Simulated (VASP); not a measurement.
Data:

```
CELL_PARAMETERS angstrom
      5.89449     0.00000     0.00000
      0.00000     5.89449     0.00000
      0.00000     0.00000     5.89449
ATOMIC_POSITIONS crystal
  Cs 0.00000 0.00000 0.00000
  Pb 0.50000 0.50000 0.50000
  Br 0.50000 0.00000 0.50000
  Br 0.00000 0.50000 0.50000
  Br 0.50000 0.50000 0.00000
```

Computed with LDA (Ceperley-Alder, Perdew-Zunger), VASP's LDA PAW potentials (set 64) (plane waves; VASP). Run with 520 eV cut-off, 4×4×4 Γ-centred mesh, Gaussian smearing of 0.050 eV, potentials Cs_sv Pb_d Br.

Unless said otherwise, spin-orbit coupling is left out, though it shifts the bands of the heavy elements here.

Predict the energy per atom (σ→0), pressure, band gap (on the k-mesh) with the smallest direct gap where there is one.

band gap (on the k-mesh): 1.40 eV
smallest direct gap (on the k-mesh): 1.40 eV
energy per atom (σ→0): -3.552 eV/atom
pressure: -1.25 GPa

Total energies compare only between runs with the same potentials, cut-off and functional.

The compound is CsPbBr3 in the cubic perovskite structure, the ideal cubic form; the compound distorts at low or room temperature. This cell is one point of a volume scan, at 1.06 of the reference volume.
